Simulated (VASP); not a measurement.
Method: PBE GGA with D3 dispersion (Becke-Johnson damping), VASP's PBE PAW potentials (set 64) (plane waves; VASP).

The input files of a VASP run:

File POSCAR:
```
WS2
1.0
  3.1542731727   0.0000000000   0.0000000000
 -1.5771365864   2.7316806760   0.0000000000
  0.0000000000   0.0000000000  12.1198550651
W S
2 4
Cart
  1.5771381635   0.9105593148   9.0898912988
 -0.0000015772   1.8211213612   3.0299637663
  1.5771381635   0.9105593148   4.5813052146
 -0.0000015772   1.8211213612  10.6412327472
 -0.0000015772   1.8211213612   7.5385498505
  1.5771381635   0.9105593148   1.4786223179
```

File KPOINTS:
```
Automatic mesh
0
Gamma
11 11 3
0 0 0
```

INCAR:
```
# general
SYSTEM =WS2
PREC   =Normal
ENCUT  =400
LREAL  =F
LASPH  =T

# electronic loop
EDIFF  =1E-5   # SCF stop (eV)
NELM   =100
NELMIN =4
ALGO   =Fast   # Davidson, then RMM-DIIS
LMAXMIX=6   # l cut-off of mixed one-centre charges

# smearing
ISMEAR =0   # Gaussian
SIGMA  =0.05   # width (eV)

# functional
GGA    =PE
IVDW   =12

# ions
IBRION =2   # conjugate gradients
NSW    =20   # most ionic steps
ISIF   =2
EDIFFG =-0.03   # ionic stop

# output
LWAVE  =F
LCHARG =F
```

POTCAR, in this order: W_sv S (PBE.64 set). Program: vasp_std.

What VASP printed:

File OUTCAR:
```
 ion  position               nearest neighbor table
   1  0.667  0.333  0.750-   4 2.39   5 2.39   4 2.39   5 2.39   4 2.39   5 2.39
   2  0.333  0.667  0.250-   3 2.39   6 2.39   3 2.39   6 2.39   3 2.39   6 2.39
   3  0.667  0.333  0.378-   2 2.39   2 2.39   2 2.39
   4  0.333  0.667  0.878-   1 2.39   1 2.39   1 2.39
   5  0.333  0.667  0.622-   1 2.39   1 2.39   1 2.39
   6  0.667  0.333  0.122-   2 2.39   2 2.39   2 2.39
  LATTYP: Found a hexagonal cell.
 ALAT       =     3.1542731727
 C/A-ratio  =     3.8423606332
 Subroutine PRICEL returns:
 Original cell was already a primitive cell.
 Subroutine GETGRP returns: Found 24 space group operations
The static configuration has the point symmetry D_3d.
 The point group associated with its full space group is D_6h.
The dynamic configuration has the point symmetry D_3d.
 Subroutine INISYM returns: Found 24 space group operations
 Subroutine IBZKPT returns following result:
 Found     32 irreducible k-points:

 Following reciprocal coordinates:
            Coordinates               Weight
  0.000000  0.000000  0.000000      1.000000
  0.090909  0.000000  0.000000      6.000000
  0.181818  0.000000  0.000000      6.000000
  0.272727  0.000000  0.000000      6.000000
  0.363636  0.000000  0.000000      6.000000
  0.454545  0.000000  0.000000      6.000000
  0.090909  0.090909  0.000000      6.000000
  0.181818  0.090909  0.000000     12.000000
  0.272727  0.090909  0.000000     12.000000
  0.363636  0.090909  0.000000     12.000000
  0.454545  0.090909  0.000000      6.000000
  0.181818  0.181818  0.000000      6.000000
  0.272727  0.181818  0.000000     12.000000
  0.363636  0.181818  0.000000     12.000000
  0.272727  0.272727  0.000000      6.000000
  0.363636  0.272727  0.000000      6.000000
  0.000000  0.000000  0.333333      2.000000
  0.090909  0.000000  0.333333     12.000000
...
```

File OSZICAR:
```
       N       E                     dE             d eps       ncg     rms          rms(c)
DAV:   1     0.465807703114E+03    0.46581E+03   -0.25535E+04  2232   0.140E+03
DAV:   2    -0.195981563754E+02   -0.48541E+03   -0.47468E+03  2392   0.409E+02
DAV:   3    -0.490857188537E+02   -0.29488E+02   -0.29084E+02  2453   0.941E+01
DAV:   4    -0.497815358805E+02   -0.69582E+00   -0.69404E+00  2475   0.151E+01
DAV:   5    -0.497993348588E+02   -0.17799E-01   -0.17790E-01  2486   0.244E+00    0.396E+01
RMM:   6    -0.473112662558E+02    0.24881E+01   -0.11422E+01  2343   0.156E+01    0.162E+01
RMM:   7    -0.471343306113E+02    0.17694E+00   -0.20067E+00  2262   0.610E+00    0.627E+00
RMM:   8    -0.471718917997E+02   -0.37561E-01   -0.57817E-01  2294   0.308E+00    0.128E+00
RMM:   9    -0.471627912273E+02    0.91006E-02   -0.16808E-01  2155   0.165E+00    0.768E-01
RMM:  10    -0.471605907991E+02    0.22004E-02   -0.26947E-02  2336   0.786E-01    0.117E-01
RMM:  11    -0.471609491709E+02   -0.35837E-03   -0.63340E-03  2509   0.347E-01    0.639E-02
RMM:  12    -0.471609791495E+02   -0.29979E-04   -0.13614E-03  2552   0.163E-01    0.552E-02
RMM:  13    -0.471609889969E+02   -0.98475E-05   -0.26329E-04  2203   0.676E-02    0.194E-02
RMM:  14    -0.471609955557E+02   -0.65588E-05   -0.77513E-05  1673   0.329E-02
   1 F= -.49775438E+02 E0= -.49775438E+02  d E =-.497754E+02
       N       E                     dE             d eps       ncg     rms          rms(c)
DAV:   1    -0.471730030765E+02   -0.12014E-01   -0.26243E+00  2369   0.626E+00    0.155E+00
RMM:   2    -0.471809577125E+02   -0.79546E-02   -0.10288E-01  2029   0.152E+00    0.724E-01
RMM:   3    -0.471825793935E+02   -0.16217E-02   -0.18317E-02  2130   0.681E-01    0.353E-01
RMM:   4    -0.471826562951E+02   -0.76902E-04   -0.24452E-03  2140   0.287E-01    0.125E-01
RMM:   5    -0.471827046372E+02   -0.48342E-04   -0.76430E-04  2322   0.140E-01    0.527E-02
RMM:   6    -0.471827114825E+02   -0.68454E-05   -0.12406E-04  1943   0.591E-02    0.304E-02
RMM:   7    -0.471827151361E+02   -0.36535E-05   -0.32129E-05  1333   0.272E-02
   2 F= -.49798142E+02 E0= -.49798142E+02  d E =-.227036E-01
```

File OUTCAR:
```
------------------------ aborting loop because EDIFF is reached ----------------------------------------
 Edisp (eV)   -2.61543
  FORCE on cell =-STRESS in cart. coord.  units (eV):
  Direction    XX          YY          ZZ          XY          YZ          ZX
  --------------------------------------------------------------------------------------
  Total      -0.05275    -0.05275    -0.06654     0.00000     0.00000    -0.00000
  in kB      -0.80924    -0.80924    -1.02090     0.00000     0.00000    -0.00000
  external pressure =       -0.88 kB  Pullay stress =        0.00 kB
  volume of cell :      104.43
      direct lattice vectors                 reciprocal lattice vectors
     3.154273173  0.000000000  0.000000000     0.317030246  0.183037499  0.000000000
    -1.577136586  2.731680676  0.000000000     0.000000000  0.366074999  0.000000000
     0.000000000  0.000000000 12.119855065     0.000000000  0.000000000  0.082509237
 POSITION                                       TOTAL-FORCE (eV/Angst)
 -----------------------------------------------------------------------------------
      1.57714      0.91056      9.08989         0.000000     -0.000000     -0.000000
     -0.00000      1.82112      3.02996        -0.000000      0.000000     -0.000000
      1.57714      0.91056      4.60527         0.000000     -0.000000     -0.018480
     -0.00000      1.82112     10.66519        -0.000000      0.000000     -0.018480
     -0.00000      1.82112      7.51459        -0.000000      0.000000      0.018480
      1.57714      0.91056      1.45466         0.000000     -0.000000      0.018480
 -----------------------------------------------------------------------------------
    total drift:                                0.000627     -0.000362      0.000790
  FREE ENERGIE OF THE ION-ELECTRON SYSTEM (eV)
  ---------------------------------------------------
  free  energy   TOTEN  =       -49.7981416974 eV

  energy  without entropy=      -49.7981416974  energy(sigma->0) =      -49.79814170

 reached required accuracy - stopping structural energy minimisation
```
(Selected blocks of OUTCAR.)

### CONTCAR
```
WS2
   1.00000000000000
     3.1542731727000000    0.0000000000000000    0.0000000000000000
    -1.5771365864000000    2.7316806759999999    0.0000000000000000
     0.0000000000000000    0.0000000000000000   12.1198550650999994
  W               S
     2     4
Direct
     0.6666669999999968    0.3333330000000032    0.7500000000000000
     0.3333330000000032    0.6666669999999968    0.2500000000000000
     0.6666669999999968    0.3333330000000032    0.3799770661175259
     0.3333330000000032    0.6666669999999968    0.8799770661175258
     0.3333330000000032    0.6666669999999968    0.6200229338824742
     0.6666669999999968    0.3333330000000032    0.1200229338824742
```

The compound is WS2 in the 2H layered structure. This run relaxes the ions in a fixed cell. Symmetry was kept, so distortions that lower it aren't found.
